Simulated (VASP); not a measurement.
Write the native input for VASP 6.6.1 that does the following.

* Task: single point
* Functional: LDA
* Potentials or basis: VASP PAW LDA potentials, release 64 (Al, Au)
* Cutoff: 520 eV
* k mesh: 14 × 14 × 14
* Occupations: gaussian, width 0.15 eV
* Spin: no spin polarisation
* Dipole correction: no
* Further INCAR settings: ALGO = Fast; EDIFF = 1e-06; NBANDS = 14

The structure of AlAu lies in POSCAR:

```
AlAu
1.0
    3.2239420000      0.0000000000      0.0000000000
    0.0000000000      3.2239420000      0.0000000000
    0.0000000000      0.0000000000      3.2239420000
Al Au
1 1
Direct
    0.0000000000      0.0000000000      0.0000000000
    0.5000000000      0.4069462168      0.5000000000
```

The cell comes from a database or a generator and needn't be the stable form of this composition.

The cell isn't the ideal one: atom 2 (Au) moved by (-0.300, +0.000) A along y and z.

These files were run (other wordings do the same):

INCAR

```
SYSTEM = AlAu
PREC = Accurate ; ENCUT = 520
EDIFF = 1E-6 ; ISMEAR = 0
SIGMA = 0.15 ; LREAL = .FALSE.
LASPH = .TRUE. ; NELM = 100
ALGO = Fast ; ISIF = 2
LWAVE = .FALSE. ; LCHARG = .FALSE.
GGA = CA ; NBANDS = 14
```

KPOINTS

```
Automatic mesh
0
G
  14 14 14
  0 0 0
```

Potentials or basis: VASP PAW LDA potentials, release 64 (Al, Au).

Command:

```bash
$ cat potpaw_LDA.64/Al/POTCAR potpaw_LDA.64/Au/POTCAR > POTCAR
$ mpirun -np 1 vasp_std > vasp.out
```

It gave:

```json
{"Pressure": "-4.5 GPa", "Largest force": "0.425 eV/Å", "Band gap on the k mesh": "none (metal or under the smearing width)"}
```

Run time: 46 s on 1 thread of AMD EPYC 9R45 (Zen 5), on a shared host, peak memory 0.21 GiB.
